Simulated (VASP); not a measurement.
VASP ran on this input.

File KPOINTS:
```
Automatic
0
Gamma
  7 7 4
```

INCAR:
```
! general
SYSTEM =SnS2
PREC   =Accurate
ENCUT  =500   ! plane-wave cut-off (eV)
LREAL  =.FALSE.   ! projection in real space or not
LASPH  =.TRUE.   ! aspherical one-centre terms

! electronic loop
EDIFF  =1E-6   ! SCF stop (eV)
NELM   =100   ! most electronic steps
ALGO   =Normal   ! blocked Davidson
LMAXMIX=4   ! l cut-off of mixed one-centre charges

! smearing
ISMEAR =0   ! Gaussian
SIGMA  =0.05   ! width (eV)

! ions
IBRION =2   ! conjugate gradients
NSW    =40   ! most ionic steps
ISIF   =3   ! ions, shape and volume
EDIFFG =-0.02   ! ionic stop

! output
LWAVE  =.FALSE.
LCHARG =.FALSE.
```

### POSCAR
```
SnS2
1
    1.8155862773    -3.1446879496     0.0000000000
    1.8155862773     3.1446879496     0.0000000000
    0.0000000000     0.0000000000     5.7099782811
Sn S
1 2
Direct
  0.0000000000   0.0000000000   0.0000000000
  0.3333330000   0.6666670000   0.2570227284
  0.6666670000   0.3333330000   0.7429772716
```

POTCAR, in this order: Sn_d S (LDA.64 set). Program: vasp_std.

**Question.** Write an equivalent input for Ansatz.

**Answer.** One equivalent input (not run):
Ansatz 0.2 input:
```yaml
crystal:
  lattice:
    - [1.8155863, -3.1446879, 0.0000000]
    - [1.8155863, 3.1446879, 0.0000000]
    - [0.0000000, 0.0000000, 5.7099783]
  atoms:
    - { symbol: Sn, position: [0.0000000, 0.0000000, 0.0000000] }
    - { symbol: S, position: [0.3333330, 0.6666670, 0.2570227] }
    - { symbol: S, position: [0.6666670, 0.3333330, 0.7429773] }
kpoints:
  mp_grid: { grid: [7, 7, 4] }
hamiltonian:
  xc: lda
  pseudopotentials: { kind: paw }
scf:
  occupations: { method: gaussian, width: 0.05 }
  max_iter: 100
relax:
  max_steps: 40
  f_tol: 0.02
  cell: {}
output: { forces: true, stress: true, eigenvalues: true }
```
Limits of the translation: each code has its own PAW files, so the cut-off isn't converted (ENCUT is set for VASP's; basis.ecutwfc is left out, and Ansatz then takes the one that its files recommend); Ansatz stops its SCF on the density residual and VASP on the energy change (EDIFF); Ansatz's lda is the Perdew-Wang form, while the LDA potentials of VASP carry Perdew-Zunger's.

The compound is SnS2 in the 1T layered structure. It was relaxed first.
